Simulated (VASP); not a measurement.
# SbAs2 (R-3m) in VASP: a series of runs

The runs below take SbAs2 through relaxation of cell and atoms, relaxation of the atoms, atomic charges, with PBE, PBEsol, MS2.

Everything below comes from runs of VASP 6.6.1. Logs are shortened: lines on timing, memory, paths and dates and some standing lists are left out, and cuts for length are marked.

### 1 Starting point

The structure is trigonal, space group R-3m (No. 166). The conventional cell has a = 4.416 Å, b = 4.416 Å, c = 13.204 Å, α = 90.00°, β = 90.00°, γ = 120.00°. Sb (site symmetry -3m) is surrounded by 6 As at 2.63 Å. As (site symmetry 3m) is surrounded by 3 Sb at 2.63 Å and 3 As at 2.86 Å.

The cell was built by a generator and needn't be a form met in nature.

### 2 Relaxation of cell and atoms, PBE

Input file INCAR:

```
PREC = Accurate
ENCUT = 600
EDIFF = 1E-7
ISMEAR = 0
SIGMA = 0.05
LREAL = F
LASPH = T
NELM = 80
ALGO = Normal
ISIF = 3
LWAVE = F
LCHARG = F
GGA = PE
IBRION = 2
NSW = 60
EDIFFG = -0.01
```

Input file KPOINTS:

```
Automatic mesh
0
Gamma
  7 7 7
```

Input file POSCAR:

```
SbAs2
1.0
    2.2079819900      1.2747789900      4.4011855000
   -2.2079819900      1.2747789900      4.4011855000
    0.0000000000     -2.5495579900      4.4011855000
Sb As
1 2
Direct
    0.0000000000      0.0000000000      0.0000000000
    0.7160461300      0.7160461300      0.7160461300
    0.2839538700      0.2839538700      0.2839538700
```

Potentials or basis: VASP PAW PBE potentials, release 64 (Sb, As).

Started as:

```bash
cat potpaw_PBE.64/Sb/POTCAR potpaw_PBE.64/As/POTCAR > POTCAR
mpirun -np 1 vasp_std > vasp.out
```

OUTCAR:

```text
PREC = Accurate
   ENCUT = 600
   EDIFF = 1E-7
   ISMEAR = 0
   LREAL = F
   LASPH = T
   NELM = 80
   ISIF = 3
   GGA = PE
   IBRION = 2
   NSW = 60
   EDIFFG = -0.01

 ion  position               nearest neighbor table
   1  0.000  0.000  0.000-   2 2.63   3 2.63   2 2.63   2 2.63   3 2.63   3 2.63
   2  0.716  0.716  0.716-   1 2.63   1 2.63   1 2.63   3 2.86   3 2.86   3 2.86
   3  0.284  0.284  0.284-   1 2.63   1 2.63   1 2.63   2 2.86   2 2.86   2 2.86

  LATTYP: Found a trigonal (rhomboedric) cell.
 ALAT       =     5.0863228119
 COS(alpha) =     0.6231112197

  Lattice vectors:

 A1 = (   2.2079819900,   1.2747789900,   4.4011855000)
 A2 = (  -2.2079819900,   1.2747789900,   4.4011855000)
 A3 = (   0.0000000000,  -2.5495579900,   4.4011855000)

Analysis of symmetry for initial positions (statically):
=====================================================================
 Subroutine PRICEL returns:
 Original cell was already a primitive cell.

 Routine SETGRP: Setting up the symmetry group for a
 trigonal (rhombohedral) supercell.

 Subroutine GETGRP returns: Found 12 space group operations
 (whereof 12 operations were pure point group operations)
 out of a pool of 12 trial point group operations.

The static configuration has the point symmetry D_3d.

Analysis of symmetry for dynamics (positions and initial velocities):
=====================================================================
 Subroutine PRICEL returns:
 Original cell was already a primitive cell.

 Routine SETGRP: Setting up the symmetry group for a
 trigonal (rhombohedral) supercell.

 Subroutine GETGRP returns: Found 12 space group operations
 (whereof 12 operations were pure point group operations)
 out of a pool of 12 trial point group operations.

The dynamic configuration has the point symmetry D_3d.

 Subroutine INISYM returns: Found 12 space group operations
 (whereof 12 operations are pure point group operations),
 and found     1 'primitive' translations

----------------------------------------------------------------------------------------

                                     Primitive cell

  volume of cell :      74.3278

  direct lattice vectors                    reciprocal lattice vectors
     2.207981990  1.274778990  4.401185500     0.226451122  0.130741617  0.075737170
    -2.207981990  1.274778990  4.401185500    -0.226451122  0.130741617  0.075737170
     0.000000000 -2.549557990  4.401185500     0.000000000 -0.261483234  0.075737170

  length of vectors
     5.086322812  5.086322812  5.086322812     0.272230785  0.272230785  0.272230785

  position of ions in fractional coordinates (direct lattice)
     0.000000000  0.000000000  0.000000000
     0.716046130  0.716046130  0.716046130
     0.283953870  0.283953870  0.283953870

  ion indices of the primitive-cell ions
   primitive index   ion index
                 1           1
                 2           2
                 3           3

----------------------------------------------------------------------------------------

 KPOINTS: Automatic mesh

Automatic generation of k-mesh.
 Grid dimensions read from file:
 generate k-points for:    7    7    7

 Generating k-lattice:

  Cartesian coordinates                     Fractional coordinates (reciprocal lattice)
     0.032350160  0.018677374  0.010819596     0.142857143  0.000000000  0.000000000
    -0.032350160  0.018677374  0.010819596     0.000000000  0.142857143  0.000000000
     0.000000000 -0.037354748  0.010819596    -0.000000000 -0.000000000  0.142857143

  Length of vectors
     0.038890112  0.038890112  0.038890112

  Shift w.r.t. Gamma in fractional coordinates (k-lattice)
     0.000000000  0.000000000  0.000000000

 Subroutine IBZKPT returns following result:
 ===========================================

 Found     44 irreducible k-points:

 Following reciprocal coordinates:
            Coordinates               Weight
  0.000000  0.000000  0.000000      1.000000
  0.142857  0.000000  0.000000      6.000000
  0.285714  0.000000 -0.000000      6.000000
  0.428571  0.000000  0.000000      6.000000
  0.142857  0.142857  0.000000      6.000000
  0.285714  0.142857  0.000000     12.000000
[... 16 lines left out ...]
  0.285714  0.285714  0.142857      6.000000
  0.428571  0.285714  0.142857     12.000000
 [... further k-points ...]
   k-points           NKPTS =     44   k-points in BZ     NKDIM =     44   number of bands    NBANDS=     11
   number of dos      NEDOS =    301   number of ions     NIONS =      3
   total plane-waves  NPLWV =  74088
   dimension x,y,z NGX =    42 NGY =   42 NGZ =   42
   dimension x,y,z NGXF=    84 NGYF=   84 NGZF=   84
   ions per type =               1   2
   NGX,Y,Z   is equivalent  to a cutoff of  13.73, 13.73, 13.73 a.u.
   NGXF,Y,Z  is equivalent  to a cutoff of  27.46, 27.46, 27.46 a.u.
 SYSTEM =  unknown system
   PREC   = accura    normal or accurate (medium, high low for compatibility)
   ISTART =      0    job   : 0-new  1-cont  2-samecut
   ICHARG =      2    charge: 1-file 2-atom 10-const
   ISPIN  =      1    spin polarized calculation?
   LNONCOLLINEAR =      F non collinear calculations
   LSORBIT =      F    spin-orbit coupling
   LASPH  =      T    aspherical Exc in radial PAW
   ENCUT  =  600.0 eV  44.10 Ry    6.64 a.u.  10.16 10.16 10.16*2*pi/ulx,y,z
   NELM   =     80;   NELMIN=  2; NELMDL= -5     # of ELM steps
   EDIFF  = 0.1E-06   stopping-criterion for ELM
   LREAL  =      F    real-space projection
   EDIFFG = -.1E-01   stopping-criterion for IOM
   NSW    =     60    number of steps for IOM
   IBRION =      2    ionic relax: 0-MD 1-quasi-New 2-CG
   NFREE  =      1    steps in history (QN), initial steepest desc. (CG)
   ISIF   =      3    stress and relaxation
   ISYM   =      2    0-nonsym 1-usesym 2-fastsym
   POTIM  = 0.5000    time-step for ionic-motion
   TEBEG  =    0.0;   TEEND  =   0.0 temperature during run
   PSTRESS=    0.0 pullay stress
   NELECT =      15.0000    total number of electrons
   NUPDOWN=      -1.0000    fix difference up-down
   EMIN   =  10.00;   EMAX   =-10.00  energy-range for DOS
   EFERMI =   0.00;   METHOD = LEGACY
   ISMEAR =     0;   SIGMA  =   0.05  broadening in eV -4-tet -1-fermi 0-gaus
   EFERMI_NEDOS =   21; number of points for ismear=-14 and -15
   IALGO  =     38    algorithm
   IMIX   =      4    mixing-type and parameters
     AMIX     =   0.40;   BMIX     =  1.00
     AMIX_MAG =   1.60;   BMIX_MAG =  1.00
  volume/ion in A,a.u.               =      24.78       167.20
  Fermi-wavevector in a.u.,A,eV,Ry     =   0.960258  1.814625 12.545882  0.922096
  Thomas-Fermi vector in A             =   2.089527
   LORBIT       =      0    0 simple, 1 ext, 2 COOP (PROOUT), +10 PAW based schemes
   GGA     = PE    functional components
   LHFCALC =     F    Hartree Fock is set to
   AEXX    =    0.0000 exact exchange contribution
   IVDW    =     0    specifies the selected vdW correction
   LEPSILON=     F    determine dielectric tensor
   LRPA    =     F    only Hartree local field effects (RPA)
 conjugate gradient relaxation of ions
 non-spin polarized calculation
 Gauss-broadening in eV      SIGMA  =   0.05
  energy-cutoff  :      600.00
  volume of cell :       74.33
 maximum number of plane-waves:      2501
 NGX is ok and might be reduce to    42
   NGX = 21   NGY = 21   NGZ = 21

--------------------------------------- Ionic step        1  -------------------------------------------

 number of electron      15.0000000 magnetization

 Free energy of the ion-electron system (eV)
  ---------------------------------------------------
  ext. energy  EPLUGINS =         0.00000000
  ---------------------------------------------------
  free energy    TOTEN  =       -10.79329470 eV

  energy without entropy =      -10.79161636  energy(sigma->0) =      -10.79245553

------------------------ aborting loop because EDIFF is reached ----------------------------------------

  FORCE on cell =-STRESS in cart. coord.  units (eV):
  Direction    XX          YY          ZZ          XY          YZ          ZX
  --------------------------------------------------------------------------------------
  -------------------------------------------------------------------------------------
  Total       10.9122986     10.9122986      1.1935353      0.0000000     -0.0000000      0.0000000
  in kB      235.2206666    235.2206655     25.7273174      0.0000000     -0.0000000      0.0000000
  external PRESSURE =     165.3895498 kB  Pullay stress =       0.0000000 kB
[... 772 lines left out ...]
 k-point    24 :       0.4286    0.2857    0.1429
  band No.  band energies     occupation
      1      -6.5726      2.00000
      2      -3.7862      2.00000
      3      -2.1094      2.00000
      4       1.3141      2.00000
      5       2.4526      2.00000
      6       2.6278      2.00000
      7       4.6036      2.00000
      8       4.9118      2.00000
      9       5.9675      0.00294
     10       9.5692      0.00000
     11      10.0065      0.00000

 [... further k-points ...]

[... ionic steps 4 to 39 ...]

--------------------------------------- Ionic step       40  -------------------------------------------

 number of electron      15.0000000 magnetization

------------------------ aborting loop because EDIFF is reached ----------------------------------------

  FORCE on cell =-STRESS in cart. coord.  units (eV):
  Direction    XX          YY          ZZ          XY          YZ          ZX
  --------------------------------------------------------------------------------------
  -------------------------------------------------------------------------------------
  Total        0.0381343      0.0381343      0.0762110      0.0000000     -0.0000000      0.0000000
  in kB        0.8884462      0.8884462      1.7755486      0.0000000     -0.0000000      0.0000000
  external PRESSURE =       1.1841470 kB  Pullay stress =       0.0000000 kB
[... 59 lines left out ...]
  energy  without entropy=      -12.7497698611  energy(sigma->0) =      -12.75097780

--------------------------------------- Ionic step       42  -------------------------------------------

 number of electron      15.0000000 magnetization

 Free energy of the ion-electron system (eV)
  ---------------------------------------------------
  ext. energy  EPLUGINS =         0.00000000
  ---------------------------------------------------
  free energy    TOTEN  =       -12.75220007 eV

  energy without entropy =      -12.74974820  energy(sigma->0) =      -12.75097413

 E-fermi :   6.5500     XC(G=0): -10.2126

 val. band max:        6.5376816263   @ k =  -0.1429   0.1429   0.0000
 cond. band min:       6.5551156150   @ k =  -0.2857   0.2857   0.2857
 fundamental gap:      0.0174339887
 Fermi energy:         6.5500091795

 k-point     1 :       0.0000    0.0000    0.0000
  band No.  band energies     occupation
      1      -7.3873      2.00000
      2      -1.9144      2.00000
      3      -0.6505      2.00000
      4       3.8328      2.00000
      5       3.8328      2.00000
      6       3.8713      2.00000
      7       3.8713      2.00000
      8       5.7977      2.00000
      9       6.3683      2.00000
     10      10.3916      0.00000
     11      11.3124      0.00000
[... 352 lines left out ...]
  FREE ENERGIE OF THE ION-ELECTRON SYSTEM (eV)
  ---------------------------------------------------
  free  energy   TOTEN  =       -12.7522000709 eV

  energy  without entropy=      -12.7497481954  energy(sigma->0) =      -12.75097413

 reached required accuracy - stopping structural energy minimisation
```

Run time: 13 min. Hardware: 1 thread of Intel Xeon 6975P-C (Granite Rapids), shared host; peak memory 0.33 GiB.

Results:

```
Free energy                            : -12.7522 eV
Relaxed volume                         : 22.97 Å³/atom
Relaxed cell                           : a = 4.176 Å, b = 4.176 Å, c = 4.176 Å, α = 78.39°, β = 78.39°, γ = 78.39°
Space group after relaxing (to 0.05 Å) : R-3m (No. 166)
Energy gained by relaxing              : 653.0 meV/atom
Ionic steps                            : 42
Pressure after relaxing                : 0.0 GPa
Band gap on the k mesh                 : none (metal or under the smearing width)
```

Step by step:
```tsv
step	energy change (eV)	largest force (eV/Å)	pressure (GPa)	volume (Å³)
1	0.0000	1.2719	16.54	74.33
3	-0.8626	0.0780	-0.93	89.05
5	-0.8961	0.0390	-0.72	87.39
7	-1.3508	0.0435	2.17	74.32
9	-1.3603	0.1746	2.57	73.69
11	-1.3871	0.4193	2.86	72.70
13	-1.4110	0.7025	2.49	72.68
15	-1.4615	0.5977	-0.25	75.50
17	-1.4688	0.5508	-1.50	77.01
19	-1.5352	0.3513	-1.52	76.28
21	-1.6493	0.0603	-0.81	73.03
23	-1.7527	0.0312	-0.90	71.84
25	-1.6452	1.9843	5.64	66.04
27	-1.9284	0.1997	0.64	68.63
29	-1.9346	0.1359	0.13	69.14
31	-1.9402	0.0313	-0.78	70.04
33	-1.9565	0.0964	0.38	68.56
35	-1.9566	0.0845	0.28	68.67
37	-1.9577	0.0773	-0.09	68.98
39	-1.9588	0.0169	0.09	68.80
41	-1.9589	0.0023	-0.07	68.96
42	-1.9589	0.0007	-0.01	68.90
```

Final structure:
```
Sb As
1.0
     2.63919    1.52374    2.85537
    -2.63919    1.52374    2.85537
     0.00000   -3.04747    2.85537
Sb As
1 2
Direct
  0.00000 0.00000 0.00000
  0.65900 0.65900 0.65900
  0.34100 0.34100 0.34100
```

### 3 Relaxation of the atoms, PBEsol

Input file INCAR:

```
SYSTEM = SbAs2
PREC = Accurate ; ENCUT = 520
EDIFF = 1E-6 ; ISMEAR = 0
SIGMA = 0.05 ; LREAL = .FALSE.
LASPH = .TRUE. ; NELM = 100
ALGO = Normal ; ISIF = 2
LWAVE = .FALSE. ; LCHARG = .FALSE.
GGA = PS ; IBRION = 2
NSW = 40 ; EDIFFG = -0.01
```

Input file KPOINTS:

```
Automatic mesh
0
G
  7 7 7
  0 0 0
```

POSCAR is that of step 2.

Potentials or basis: VASP PAW PBE potentials, release 64 (Sb, As).

Started as:

```bash
cat potpaw_PBE.64/Sb/POTCAR potpaw_PBE.64/As/POTCAR > POTCAR
mpirun -np 1 vasp_std > vasp.out
```

Wall time 2.2 min (1 thread of Intel Xeon 6975P-C (Granite Rapids), shared host); peak memory 0.25 GiB.

The run converged. Its results:

```
Free energy               : -13.6739 eV
Energy gained by relaxing : 485.6 meV/atom
Ionic steps               : 9
Pressure after relaxing   : 0.1 GPa
Band gap on the k mesh    : none (metal or under the smearing width)
```

Stress tensor (GPa, compression positive):
```
-2.28  0.00  0.00
 0.00 -2.28  0.00
 0.00  0.00  4.95
```

The path:
```csv
step,energy change (eV),largest force (eV/Å),pressure (GPa)
1,0.0000,1.1362,13.59
2,-0.1188,1.0565,11.80
3,-0.4622,1.1154,6.85
4,-1.0824,0.9751,0.45
5,-0.5368,2.5856,8.91
6,-1.3665,0.5207,-0.43
7,-1.4447,0.2810,0.63
8,-1.4537,0.1429,-0.02
9,-1.4568,0.0004,0.13
```

Final structure:
```cif
data_structure
_symmetry_space_group_name_H-M 'P 1'
_symmetry_Int_Tables_number 1
_cell_length_a 5.0863
_cell_length_b 5.0863
_cell_length_c 5.0863
_cell_angle_alpha 51.456
_cell_angle_beta 51.456
_cell_angle_gamma 51.456
_cell_volume 74.33
loop_
_atom_site_label
_atom_site_type_symbol
_atom_site_fract_x
_atom_site_fract_y
_atom_site_fract_z
_atom_site_occupancy
Sb1 Sb 0.00000 0.00000 0.00000 1
As1 As 0.78119 0.78119 0.78119 1
As2 As 0.21881 0.21881 0.21881 1
```

Levels at points of the mesh, in eV from the Fermi level:
```csv
k point,band 6,band 7,band 8,band 9,band 10,band 11
"(0.00, 0.00, 0.00)",-2.59,-1.97,-1.14,-1.14,1.14,1.14
```

Caveat: the PAW data sets were made with another functional, which shifts forces and pressure a little. The run has no spin-orbit coupling, so splittings on Sb are missing.

[end of part 1 of 2]
